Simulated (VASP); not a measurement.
Given:

```
OsO2
1.0
    4.43531     0.00000     0.00000
    0.00000     4.43531     0.00000
    0.00000     0.00000     3.17919
Os O
2 4
Direct
  0.00000   0.00000   0.00000
  0.50000   0.50000   0.50000
  0.30904   0.30904   0.00000
  0.69096   0.69096   0.00000
  0.19096   0.80904   0.50000
  0.80904   0.19096   0.50000
```

Calculation: LDA (Ceperley-Alder, Perdew-Zunger), VASP's LDA PAW potentials (set 64) (plane waves; VASP). Run with 520 eV cut-off, 8×8×11 Γ-centred mesh, tetrahedra with Blöchl corrections, potentials Os O.

The cores are frozen, which limits the accuracy of field gradients.

Task: Give the principal components of the electric field gradient (V/Å²) and the asymmetry η at each nucleus.

Result: 
```csv
atom,Vxx,Vyy,Vzz,η
Os1,249.1,41.1,-290.3,0.72
Os2,249.1,41.1,-290.3,0.72
O3,15.2,8.1,-23.4,0.30
O4,15.2,8.1,-23.4,0.30
O5,15.2,8.1,-23.4,0.30
O6,15.2,8.1,-23.4,0.30
```

The structure comes from a computed database's OsO2 entry (P4_2/mnm); how it stands against other phases isn't given here. It was relaxed first.
